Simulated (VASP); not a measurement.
# Al15CoN16 (a cell with a defect) in VASP: notebook

The runs below take Al15CoN16 (a cell with a defect) through relaxation of the atoms, single point, with PBEsol+U.

Program: VASP 6.6.1. These are calculated values, not measurements. Logs are shortened: lines on timing, memory, paths and dates and some standing lists are left out, and cuts for length are marked.

## Step 1: Starting point

The cell holds a defect, 32 atoms: a = 6.220 Å, b = 6.220 Å, c = 9.960 Å, α = 90.00°, β = 90.00°, γ = 120.00°.

## Step 2: Relaxation of the atoms, PBEsol+U, collinear spin, zero start (atoms moved at random, drawn with an rms of 0.05 Å)

INCAR reads:

```
SYSTEM = Al15CoN16
ALGO     = Normal         ! electronic algorithm
EDIFF    = 1E-5           ! SCF threshold, eV
EDIFFG   = -0.03          ! ionic threshold
ENCUT    = 450            ! plane-wave cutoff, eV
GGA      = PS             ! functional
IBRION   = 2              ! ionic algorithm
ISIF     = 2              ! what is computed and relaxed
ISMEAR   = 0              ! smearing method
ISPIN    = 2              ! spin polarisation
ISYM     = 0            
KPAR     = 4            
LASPH    = .TRUE.         ! aspherical terms in the spheres
LCHARG   = .FALSE.        ! write CHGCAR
LDAU     = .TRUE.         ! DFT+U
LDAUJ    = 0 0 0        
LDAUL    = 2 -1 -1        ! shell
LDAUPRINT= 1            
LDAUTYPE = 2            
LDAUU    = 4 0 0          ! U, eV
LMAXMIX  = 4              ! l up to which the mixer works
LORBIT   = 11             ! projections on sites
LREAL    = Auto         
LWAVE    = .FALSE.        ! write WAVECAR
MAGMOM   = 0 0 0 0 0 0 0 0 0 0 0 0 0 0 0 0 0 0 0 0 0 0 0 0 0 0 0 0 0 0 0 0 ! initial moments
NELM     = 120            ! most SCF steps
NSW      = 60             ! ionic steps
NUPDOWN  = 0              ! fixed moment
PREC     = Accurate       ! precision mode
SIGMA    = 0.03           ! smearing width, eV
```

KPOINTS reads:

```
k-points
0
G
  3 3 2
  0 0 0
```

POSCAR reads:

```
Al15CoN16
1.0
    6.2200008610      0.0000000000      0.0000000000
   -3.1100004305      5.3866787572      0.0000000000
    0.0000000000      0.0000000000      9.9600000000
Co Al N
1 15 16
Direct
    0.3338800000      0.1649330000      0.0032050000
    0.3442000000      0.1721400000      0.5027360000
    0.3280840000      0.6650910000      0.0025890000
    0.3311050000      0.6567850000      0.5003680000
    0.8344720000      0.1696210000     -0.0014620000
    0.8310290000      0.1644310000      0.5022720000
    0.8432940000      0.6676880000      0.0024990000
    0.8328270000      0.6602550000      0.4981870000
    0.1703340000      0.3423070000      0.2487880000
    0.1630310000      0.3341300000      0.7479260000
    0.1624710000      0.8295610000      0.2538870000
    0.1771750000      0.8423270000      0.7492980000
    0.6697360000      0.3309760000      0.2471610000
    0.6540630000      0.3262510000      0.7454490000
    0.6653700000      0.8340450000      0.2465410000
    0.6678170000      0.8358200000      0.7506950000
    0.3348930000      0.1688130000      0.1903760000
    0.3366050000      0.1647640000      0.6887490000
    0.3394700000      0.6739810000      0.1952730000
    0.3270110000      0.6632520000      0.6960480000
    0.8234900000      0.1619250000      0.1921200000
    0.8326120000      0.1730530000      0.6920910000
    0.8399870000      0.6726240000      0.1865380000
    0.8362260000      0.6771680000      0.6939450000
    0.1685270000      0.3355660000      0.4410200000
    0.1672850000      0.3362050000      0.9430900000
    0.1670680000      0.8333510000      0.4421270000
    0.1686280000      0.8282890000      0.9464560000
    0.6613930000      0.3310710000      0.4458950000
    0.6752120000      0.3345290000      0.9395900000
    0.6765190000      0.8399260000      0.4438090000
    0.6616860000      0.8347060000      0.9403160000
```

Potentials or basis: VASP PAW PBE potentials, release 64 (Co, Al, N).

Started as:

```
$ cat potpaw_PBE.64/Co/POTCAR potpaw_PBE.64/Al/POTCAR potpaw_PBE.64/N/POTCAR > POTCAR
$ mpirun -np 4 vasp_std > vasp.out
```

OUTCAR:

```text
SYSTEM = Al15CoN16
   EDIFF = 1E-5
   EDIFFG = -0.03
   ENCUT = 450
   GGA = PS
   IBRION = 2
   ISIF = 2
   ISMEAR = 0
   ISPIN = 2
   ISYM = 0
   LASPH = .TRUE.
   LORBIT = 11
   LREAL = Auto
   NELM = 120
   NSW = 60
   NUPDOWN = 0
   PREC = Accurate

 ion  position               nearest neighbor table
   1  0.334  0.165  0.003-  17 1.86  28 1.90  26 1.92  30 1.94  13 3.03   9 3.06  12 3.07   7 3.07
                            11 3.08   3 3.09  14 3.09   5 3.10   5 3.12   3 3.13  10 3.13   7 3.15
   2  0.344  0.172  0.503-  29 1.80  18 1.85  27 1.92  25 1.93  14 2.94  12 3.03   8 3.04   6 3.05
                             4 3.06  10 3.06  11 3.09  13 3.09   9 3.14   4 3.17   6 3.17   8 3.18
   3  0.328  0.665  0.003-  28 1.83  26 1.87  32 1.90  19 1.92   9 3.01   7 3.02  15 3.03  11 3.07
                             5 3.08  12 3.08   1 3.09  10 3.10  16 3.11   1 3.13   5 3.14   7 3.20
   4  0.331  0.657  0.500-  25 1.83  27 1.92  31 1.95  20 1.95  10 3.02   9 3.02   2 3.06  11 3.07
                            12 3.08  16 3.08   6 3.09  15 3.10   8 3.11   8 3.11   6 3.13   2 3.17
   5  0.834  0.170  0.999-  30 1.84  26 1.88  32 1.90  21 1.93  13 3.04  16 3.05  10 3.06  15 3.06
                             7 3.07   3 3.08   9 3.08   1 3.10  14 3.11   1 3.12   3 3.14   7 3.15
   6  0.831  0.164  0.502-  31 1.84  22 1.89  29 1.90  25 1.92  10 3.03  14 3.03  16 3.04   2 3.05
                             8 3.08   4 3.09  13 3.09  15 3.11   9 3.12   4 3.13   8 3.14   2 3.17
   7  0.843  0.668  0.002-  23 1.83  28 1.84  30 1.90  32 1.98   3 3.02  11 3.04  13 3.04  15 3.06
                             5 3.07   1 3.07  12 3.10  16 3.12   1 3.15   5 3.15  14 3.15   3 3.20
   8  0.833  0.660  0.498-  29 1.85  27 1.89  31 1.89  24 1.95  11 3.01   2 3.04  14 3.05  13 3.07
                             6 3.08  15 3.11   4 3.11   4 3.11  16 3.11  12 3.11   6 3.14   2 3.18
   9  0.170  0.342  0.249-  19 1.86  17 1.91  25 1.91  21 1.95   3 3.01   4 3.02  11 3.06   1 3.06
[... 17 lines left out ...]
  19  0.339  0.674  0.195-  15 1.83   9 1.86  11 1.89   3 1.92
  20  0.327  0.663  0.696-  10 1.85  12 1.85  16 1.91   4 1.95
  21  0.823  0.162  0.192-  13 1.82  15 1.85   5 1.93   9 1.95
  22  0.833  0.173  0.692-  10 1.86  14 1.87   6 1.89  16 1.91
[... 8 lines left out ...]
  31  0.677  0.840  0.444-   6 1.84   8 1.89   4 1.95  15 1.97
  32  0.662  0.835  0.940-  16 1.89   5 1.90   3 1.90   7 1.98

IMPORTANT INFORMATION: All symmetrisations will be switched off!
NOSYMM: (Re-)initialisation of all symmetry stuff for point group C_1.

----------------------------------------------------------------------------------------

                                     Primitive cell

  volume of cell :     333.7113

  direct lattice vectors                    reciprocal lattice vectors
[... 548 lines left out ...]
  o =  0.9704  v = -0.2258  0.7738  0.0118 -0.4375  0.3985  0.0000  0.0000  0.0000  0.0000  0.0000      0.0000  0.0000  0.0000  0.0000  0.0000  0.0000  0.0000  0.0000  0.0000  0.0000
  o =  0.9713  v =  0.0000  0.0000  0.0000  0.0000  0.0000  0.2493  0.4565 -0.3147  0.7785  0.1562      0.0000  0.0000  0.0000  0.0000  0.0000  0.0000  0.0000  0.0000  0.0000  0.0000
  o =  0.9725  v =  0.5253  0.3500  0.3584  0.6230  0.2915  0.0000  0.0000  0.0000  0.0000  0.0000      0.0000  0.0000  0.0000  0.0000  0.0000  0.0000  0.0000  0.0000  0.0000  0.0000
  o =  0.9836  v = -0.6793  0.2073  0.4515  0.3774 -0.3864  0.0000  0.0000  0.0000  0.0000  0.0000      0.0000  0.0000  0.0000  0.0000  0.0000  0.0000  0.0000  0.0000  0.0000  0.0000
  o =  0.9852  v =  0.0000  0.0000  0.0000  0.0000  0.0000  0.4303  0.4151 -0.0096 -0.2311 -0.7675      0.0000  0.0000  0.0000  0.0000  0.0000  0.0000  0.0000  0.0000  0.0000  0.0000

--------------------------------------- Ionic step       14  -------------------------------------------

 number of electron     133.9999986 magnetization      -0.0000001

 Free energy of the ion-electron system (eV)
  ---------------------------------------------------
  ext. energy  EPLUGINS =         0.00000000
  ---------------------------------------------------
  free energy    TOTEN  =      -246.27418751 eV

  energy without entropy =     -246.27418751  energy(sigma->0) =     -246.27418751

 E-fermi :   7.2763     XC(G=0): -11.1724

 val. band max:        7.1087368541   @ k =   0.0000   0.0000   0.0000
 cond. band min:       7.8903594827   @ k =   0.0000   0.0000   0.5000
 fundamental gap:      0.7816226286
 Fermi energy:         7.1911391259

 spin component 1

 k-point     1 :       0.0000    0.0000    0.0000
  band No.  band energies     occupation
      1      -9.1167      1.00000
      2      -8.2609      1.00000
      3      -8.1753      1.00000
      4      -7.1571      1.00000
      5      -7.1423      1.00000
      6      -7.1386      1.00000
[... 809 lines left out ...]
     78      13.1553      0.00000
     79      13.1724      0.00000
 Fermi energy:         7.2763071076

 spin component 2

 k-point     1 :       0.0000    0.0000    0.0000
  band No.  band energies     occupation
      1      -9.1176      1.00000
      2      -8.2594      1.00000
      3      -8.1787      1.00000
      4      -7.1611      1.00000
      5      -7.1460      1.00000
      6      -7.1368      1.00000
[... 809 lines left out ...]
     78      13.1549      0.00000
     79      13.1713      0.00000
 [bands above 79 left out]

------------------------ aborting loop because EDIFF is reached ----------------------------------------

  FORCE on cell =-STRESS in cart. coord.  units (eV):
  Direction    XX          YY          ZZ          XY          YZ          ZX
  --------------------------------------------------------------------------------------
  -------------------------------------------------------------------------------------
  Total        0.7599199      1.6383243     -2.1952461     -0.7592089     -0.6301576     -1.1900800
  in kB        3.6484429      7.8657400    -10.5395711     -3.6450293     -3.0254427     -5.7136795
  external PRESSURE =       0.3248706 kB  Pullay stress =       0.0000000 kB
[... 47 lines left out ...]
  FREE ENERGIE OF THE ION-ELECTRON SYSTEM (eV)
  ---------------------------------------------------
  free  energy   TOTEN  =      -246.2741875145 eV

  energy  without entropy=     -246.2741875145  energy(sigma->0) =     -246.27418751

 reached required accuracy - stopping structural energy minimisation

 total charge

# of ion       s       p       d       tot
------------------------------------------
    1        0.474   0.604   7.269   8.347
    2        0.369   0.443   0.000   0.812
    3        0.372   0.449   0.000   0.821
    4        0.369   0.442   0.000   0.811
    5        0.371   0.447   0.000   0.818
    6        0.369   0.442   0.000   0.811
[... 24 lines left out ...]
   31        1.223   2.617   0.000   3.841
   32        1.223   2.618   0.000   3.841
--------------------------------------------------
tot         25.623  48.882   7.269  81.774

 magnetization (x)

# of ion       s       p       d       tot
------------------------------------------
    1        0.000  -0.005   0.025   0.020
    2        0.000   0.000   0.000   0.000
    3       -0.000  -0.000   0.000  -0.000
    4        0.000   0.000   0.000   0.000
    5        0.000   0.000   0.000   0.000
    6        0.000   0.000   0.000   0.000
[... 24 lines left out ...]
   31        0.000   0.000   0.000   0.001
   32        0.000   0.000   0.000   0.000
--------------------------------------------------
tot          0.001  -0.020   0.025   0.007
```

Wall time 62 min (4 MPI ranks of Intel Xeon 6975P-C (Granite Rapids), shared host); peak memory 0.76 GiB.

Results:

- Free energy: -246.2742 eV
- Energy gained by relaxing: 49.0 meV/atom
- Ionic steps: 14
- Largest force after relaxing: 0.028 eV/Å
- Net moment: 0.00 μB per cell
- Site moments: Co +0.02; Al +0.00, -0.00; N -0.00, +0.00, -0.03, +0.03 μB
- Valence electrons inside the program's atomic spheres: Co 8.35; Al 0.81, 0.82; N 3.78, 3.83, 3.85, 3.84, 3.80

Forces on the atoms (eV/Å):
```
Co   0.011  0.005 -0.001
Al  -0.014 -0.003  0.000
Al   0.016  0.010  0.010
Al   0.000  0.002  0.008
Al   0.005 -0.006 -0.016
Al  -0.006 -0.001  0.000
Al   0.007 -0.009 -0.004
Al  -0.018  0.000  0.009
Al  -0.016  0.005 -0.009
Al  -0.002  0.011  0.005
Al  -0.022 -0.010  0.013
Al   0.019 -0.015  0.003
Al  -0.006 -0.019 -0.019
Al   0.017  0.018  0.001
Al  -0.011  0.000 -0.009
Al   0.023 -0.002  0.009
N    0.001  0.012 -0.005
N    0.013  0.001  0.002
N   -0.020 -0.001 -0.001
N    0.016 -0.015  0.004
N   -0.003 -0.016 -0.008
N    0.004  0.022 -0.009
N   -0.015 -0.008 -0.010
N    0.011  0.009  0.005
N   -0.003  0.007  0.007
N    0.003  0.018 -0.014
N   -0.009 -0.005  0.024
N    0.006 -0.015  0.010
N   -0.008  0.000  0.009
N    0.014  0.009 -0.021
N    0.001 -0.004  0.006
N   -0.015  0.001  0.000
```

The path:
| step | energy change (eV) | largest force (eV/Å) | pressure (GPa) |
| --- | --- | --- | --- |
| 1 | 0.0000 | 2.5422 | 0.33 |
| 2 | -1.2938 | 1.3535 | 0.28 |
| 3 | -1.4443 | 0.7506 | 0.13 |
| 4 | -1.4936 | 0.5470 | 0.06 |
| 5 | -1.4939 | 0.5450 | 0.04 |
| 6 | -1.5402 | 0.2721 | 0.01 |
| 7 | -1.5413 | 0.2561 | 0.06 |
| 8 | -1.5532 | 0.1401 | 0.05 |
| 9 | -1.5546 | 0.1520 | 0.02 |
| 10 | -1.5617 | 0.0801 | 0.03 |
| 11 | -1.5624 | 0.0969 | 0.01 |
| 12 | -1.5655 | 0.0593 | 0.01 |
| 13 | -1.5656 | 0.0636 | 0.04 |
| 14 | -1.5667 | 0.0279 | 0.03 |

Final structure:
```
Co Al N
1.0
     6.22000    0.00000    0.00000
    -3.11000    5.38668    0.00000
     0.00000    0.00000    9.96000
Co Al N
1 15 16
Direct
  0.33415 0.16753 0.99863
  0.33331 0.16694 0.50088
  0.33794 0.66931 0.00242
  0.33395 0.66724 0.50032
  0.83396 0.16679 0.00195
  0.83393 0.16739 0.50033
  0.83423 0.66838 0.00179
  0.83425 0.66718 0.50016
  0.16487 0.33409 0.24965
  0.16870 0.33500 0.75164
  0.16534 0.83140 0.24936
  0.16854 0.83497 0.75158
  0.66492 0.33310 0.24891
  0.66872 0.33473 0.75093
  0.66717 0.83394 0.25167
  0.66807 0.83453 0.75066
  0.32779 0.16427 0.19025
  0.33469 0.16799 0.69205
  0.33470 0.66742 0.19266
  0.33458 0.66807 0.69144
  0.83174 0.16664 0.19236
  0.83530 0.16786 0.69139
  0.83209 0.66629 0.19227
  0.83521 0.66813 0.69122
  0.16727 0.33367 0.44096
  0.16700 0.33863 0.94352
  0.16764 0.83429 0.44067
  0.16723 0.82921 0.94326
  0.66565 0.33313 0.44049
  0.67569 0.33838 0.94044
  0.66748 0.83400 0.44214
  0.66937 0.83510 0.94156
```

Eigenvalues of the final occupation matrices:
```tsv
site	spin	trace	eigenvalues
site 1 d	1	3.66	0.33 0.41 0.97 0.97 0.98
site 1 d	2	3.64	0.32 0.39 0.97 0.97 0.99
```

Caveat: the k mesh is coarse (spacing up to 0.39 Å⁻¹), so the values aren't converged; the cutoff is under 1.25 times the usual one of these potentials, so pressure, stress and relaxed cells hold a basis-set (Pulay) error; the PAW data sets were made with another functional, which shifts forces and pressure a little; the total moment is fixed, so each spin has its own Fermi level. The state reached can hang on the start; a lower one may exist.

(Continued in part 2 of 2.)
